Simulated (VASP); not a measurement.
These are PBEsol GGA, VASP's PBE PAW potentials (set 64) (plane waves; VASP) values and carry that method's errors.

A VASP calculation is set up with these files.

KPOINTS:
```
Automatic mesh
0
Gamma
13 13 13
0 0 0
```

POSCAR:
```
NiO
1
    2.4700000000     0.0000000000     0.0000000000
    0.0000000000     2.4700000000     0.0000000000
    0.0000000000     0.0000000000     2.4700000000
Ni O
1 1
Direct
  0.0000000000   0.0000000000   0.0000000000
  0.5000000000   0.5000000000   0.5000000000
```

**INCAR**
```
SYSTEM = NiO
PREC = Accurate
ENCUT = 520
EDIFF = 1E-6
NELM = 100
ALGO = Normal
LREAL = .FALSE.
LASPH = .TRUE.
ISMEAR = 1
SIGMA = 0.1
GGA = PS
LMAXMIX = 4
ISPIN = 2
MAGMOM = 2.0 0.0
LORBIT = 10
LWAVE = .FALSE.
LCHARG = .FALSE.
IBRION = 2
ISIF = 3
NSW = 60
EDIFFG = -0.01
```

POTCAR, in this order: Ni O (PBE.64 set). Program: vasp_std.

The resulting files:

OSZICAR:
```
       N       E                     dE             d eps       ncg     rms          rms(c)
DAV:   1     0.816490479263E+02    0.81649E+02   -0.82035E+03  4637   0.167E+03
DAV:   2    -0.914632825049E+01   -0.90795E+02   -0.79875E+02  4718   0.292E+02
DAV:   3    -0.139721269041E+02   -0.48258E+01   -0.46582E+01  4863   0.741E+01
DAV:   4    -0.140197653794E+02   -0.47638E-01   -0.47607E-01  5207   0.722E+00
DAV:   5    -0.140205928836E+02   -0.82750E-03   -0.82749E-03  5061   0.975E-01    0.157E+01
DAV:   6    -0.136921651174E+02    0.32843E+00   -0.23576E+01  5386   0.969E+01    0.238E+01
DAV:   7    -0.114612953517E+02    0.22309E+01   -0.67252E+00  5235   0.802E+01    0.627E+00
DAV:   8    -0.113720178369E+02    0.89278E-01   -0.61501E-01  5890   0.156E+01    0.291E+00
DAV:   9    -0.113807607839E+02   -0.87429E-02   -0.38451E-02  5076   0.305E+00    0.167E+00
DAV:  10    -0.113767795566E+02    0.39812E-02   -0.97170E-03  5863   0.244E+00    0.109E+00
DAV:  11    -0.113823845973E+02   -0.56050E-02   -0.53782E-03  5111   0.124E+00    0.978E-01
DAV:  12    -0.113872448064E+02   -0.48602E-02   -0.18067E-02  5113   0.274E+00    0.392E-01
DAV:  13    -0.113867487288E+02    0.49608E-03   -0.28704E-03  6319   0.119E+00    0.970E-02
DAV:  14    -0.113868302077E+02   -0.81479E-04   -0.37077E-04  6326   0.348E-01    0.732E-02
DAV:  15    -0.113868239661E+02    0.62417E-05   -0.43521E-05  5806   0.141E-01    0.356E-02
DAV:  16    -0.113868217896E+02    0.21764E-05   -0.20308E-05  5849   0.110E-01    0.163E-02
DAV:  17    -0.113868247760E+02   -0.29863E-05   -0.63638E-06  5499   0.443E-02    0.102E-02
DAV:  18    -0.113868274201E+02   -0.26441E-05   -0.11004E-06  2372   0.193E-02    0.108E-02
DAV:  19    -0.113868280762E+02   -0.65611E-06   -0.23304E-07  2314   0.681E-03
   1 F= -.11386828E+02 E0= -.11386729E+02  d E =-.113868E+02  mag=     0.2192
       N       E                     dE             d eps       ncg     rms          rms(c)
DAV:   1    -0.157660439368E+02   -0.43792E+01   -0.63611E+01  4376   0.147E+02    0.174E+01
DAV:   2    -0.157235778829E+02    0.42466E-01   -0.27605E+01  5153   0.157E+02    0.169E+01
DAV:   3    -0.115468001744E+02    0.41768E+01   -0.75913E+00  5412   0.563E+01    0.493E+00
DAV:   4    -0.114565713705E+02    0.90229E-01   -0.45231E-01  4543   0.705E+00    0.258E+00
DAV:   5    -0.114155017582E+02    0.41070E-01   -0.81426E-02  7411   0.634E+00    0.123E+00
DAV:   6    -0.114017697180E+02    0.13732E-01   -0.16894E-02  6395   0.292E+00    0.480E-01
DAV:   7    -0.114019742317E+02   -0.20451E-03   -0.48566E-03  5321   0.101E+00    0.434E-01
DAV:   8    -0.114018961614E+02    0.78070E-04   -0.32969E-04  4763   0.188E-01    0.428E-01
DAV:   9    -0.114011897041E+02    0.70646E-03   -0.11935E-03  6131   0.573E-01    0.457E-01
DAV:  10    -0.114000666489E+02    0.11231E-02   -0.31705E-03  5275   0.996E-01    0.390E-01
DAV:  11    -0.113993892779E+02    0.67737E-03   -0.36837E-04  5745   0.382E-01    0.261E-01
DAV:  12    -0.113991030424E+02    0.28624E-03   -0.48223E-04  6426   0.365E-01    0.123E-01
DAV:  13    -0.113991275631E+02   -0.24521E-04   -0.20697E-04  5530   0.275E-01    0.742E-02
DAV:  14    -0.113990873254E+02    0.40238E-04   -0.19190E-04  5838   0.260E-01    0.274E-02
DAV:  15    -0.113990818716E+02    0.54538E-05   -0.13053E-05  5418   0.539E-02    0.160E-02
DAV:  16    -0.113990803177E+02    0.15538E-05   -0.17674E-06  3478   0.206E-02    0.103E-02
DAV:  17    -0.113990789261E+02    0.13917E-05   -0.27687E-06  3671   0.290E-02    0.560E-03
DAV:  18    -0.113990787442E+02    0.18187E-06   -0.33566E-07  2214   0.942E-03
   2 F= -.11399079E+02 E0= -.11399220E+02  d E =-.122507E-01  mag=     0.0001
       N       E                     dE             d eps       ncg     rms          rms(c)
DAV:   1    -0.125809500560E+02   -0.11819E+01   -0.14661E+01  4473   0.658E+01    0.837E+00
DAV:   2    -0.121888588885E+02    0.39209E+00   -0.53242E+00  4578   0.555E+01    0.782E+00
DAV:   3    -0.115876616912E+02    0.60120E+00   -0.17912E+00  5393   0.405E+01    0.297E+00
DAV:   4    -0.114954532480E+02    0.92208E-01   -0.15874E-01  6134   0.786E+00    0.103E+00
DAV:   5    -0.114810460340E+02    0.14407E-01   -0.20122E-02  6618   0.212E+00    0.220E-01
DAV:   6    -0.114805808301E+02    0.46520E-03   -0.84305E-04  4818   0.365E-01    0.906E-02
DAV:   7    -0.114806302236E+02   -0.49393E-04   -0.56113E-05  4865   0.966E-02    0.270E-02
DAV:   8    -0.114806280767E+02    0.21469E-05   -0.58577E-06  5026   0.309E-02    0.362E-03
DAV:   9    -0.114806279529E+02    0.12380E-06   -0.98919E-08  2419   0.410E-03
   3 F= -.11480628E+02 E0= -.11480787E+02  d E =-.937999E-01  mag=     0.0010
       N       E                     dE             d eps       ncg     rms          rms(c)
DAV:   1    -0.114810589686E+02   -0.43089E-03   -0.60363E-03  4433   0.138E+00    0.162E-01
DAV:   2    -0.114808802252E+02    0.17874E-03   -0.20228E-03  4708   0.112E+00    0.141E-01
DAV:   3    -0.114806682311E+02    0.21199E-03   -0.64330E-04  5315   0.685E-01    0.566E-02
DAV:   4    -0.114806366380E+02    0.31593E-04   -0.67940E-05  6063   0.164E-01    0.203E-02
DAV:   5    -0.114806316781E+02    0.49599E-05   -0.89436E-06  6534   0.406E-02    0.466E-03
DAV:   6    -0.114806314389E+02    0.23922E-06   -0.47806E-07  2349   0.960E-03
   4 F= -.11480631E+02 E0= -.11480791E+02  d E =-.938034E-01  mag=     0.0029
```

OUTCAR:
```
------------------------ aborting loop because EDIFF is reached ----------------------------------------
  FORCE on cell =-STRESS in cart. coord.  units (eV):
  Direction    XX          YY          ZZ          XY          YZ          ZX
  --------------------------------------------------------------------------------------
  Total        0.0185009      0.0185009      0.0185009     -0.0000000     -0.0000000      0.0000000
  in kB        1.8119045      1.8119045      1.8119045     -0.0000000     -0.0000000      0.0000000
  external PRESSURE =       1.8119045 kB  Pullay stress =       0.0000000 kB
  volume of cell :       16.36
      direct lattice vectors                 reciprocal lattice vectors
     2.538570713 -0.000000000 -0.000000000     0.393922452  0.000000000  0.000000000
     0.000000000  2.538570713 -0.000000000     0.000000000  0.393922452 -0.000000000
    -0.000000000  0.000000000  2.538570713     0.000000000  0.000000000  0.393922452
 POSITION                                       TOTAL-FORCE (eV/Angst)
 -----------------------------------------------------------------------------------
      0.00000      0.00000      0.00000         0.000000     -0.000000      0.000000
      1.26929      1.26929      1.26929        -0.000000      0.000000      0.000000
 -----------------------------------------------------------------------------------
    total drift:                                0.000000     -0.000000     -0.000000
  FREE ENERGIE OF THE ION-ELECTRON SYSTEM (eV)
  ---------------------------------------------------
  free  energy   TOTEN  =       -11.4806314389 eV

  energy  without entropy=      -11.4811099845  energy(sigma->0) =      -11.48079095

 total charge

# of ion       s       p       d       tot
------------------------------------------
    1        0.334   0.417   8.372   9.122
    2        1.602   3.266   0.000   4.869
--------------------------------------------------
tot          1.936   3.683   8.372  13.991

 magnetization (x)

# of ion       s       p       d       tot
------------------------------------------
    1       -0.000  -0.000   0.002   0.002
    2        0.000   0.000   0.000   0.000
--------------------------------------------------
tot         -0.000   0.000   0.002   0.002

 reached required accuracy - stopping structural energy minimisation
```
(Selected blocks of OUTCAR.)

**CONTCAR**
```
NiO
   1.00000000000000
     2.5385707134039279   -0.0000000000000000   -0.0000000000000000
     0.0000000000000000    2.5385707134039279   -0.0000000000000000
    -0.0000000000000000    0.0000000000000000    2.5385707134039279
  Ni              O
     1     1
Direct
     0.0000000000000000    0.0000000000000000    0.0000000000000000
     0.5000000000000000    0.5000000000000000    0.5000000000000000
```

**OUTCAR**
```
 val. band max:        8.9701071993   @ k =   0.2308   0.0769   0.0000

 cond. band min:       8.9719460261   @ k =   0.2308   0.0769   0.0000


 Fermi energy:         8.9711180970

 spin component 1

 k-point     1 :       0.0000    0.0000    0.0000
  band No.  band energies     occupation
      1     -11.8860      1.00000
      2       5.7886      1.00000
      3       5.7886      1.00000
      4       6.1165      1.00000
      5       6.1165      1.00000
      6       6.1165      1.00000
      7       8.1548      1.00000
      8       8.1548      1.00000
      9       8.1548      1.00000
     10      10.4712     -0.00000
     11      25.2920      0.00000
     12      25.2920      0.00000
     13      30.4011      0.00000

 k-point     2 :       0.0769    0.0000    0.0000
  band No.  band energies     occupation
      1     -11.8151      1.00000
      2       5.1011      1.00000
      3       5.8117      1.00000
      4       6.0208      1.00000
      5       6.0208      1.00000
      6       6.4198      1.00000
      7       8.1600      1.00000
      8       8.2716      1.00000
      9       8.2716      1.00000
     10      10.8797     -0.00000
     11      24.9428      0.00000
     12      25.3224      0.00000
     13      30.2803      0.00000

 k-point     3 :       0.1538    0.0000    0.0000
  band No.  band energies     occupation
      1     -11.6131      1.00000
      2       3.8966      1.00000
      3       5.7932      1.00000
      4       5.7932      1.00000
      5       5.8761      1.00000
      6       6.8155      1.00000
      7       8.1743      1.00000
      8       8.5594      1.00000
      9       8.5594      1.00000
     10      11.7729      0.00000
     11      23.9848      0.00000
     12      25.4120      0.00000
     13      29.9049      0.00000

 k-point     4 :       0.2308    0.0000    0.0000
  band No.  band energies     occupation
      1     -11.3081      1.00000
...
```

Energy and stress use the plane-wave basis of the starting cell. The moments were started parallel, and other spin orders were not tried in this run.

The structure was generated: NiO was put into the CsCl type type (Pm-3m), which need not be its known phase. This run relaxes it. Symmetry was kept, so distortions that lower it aren't found.
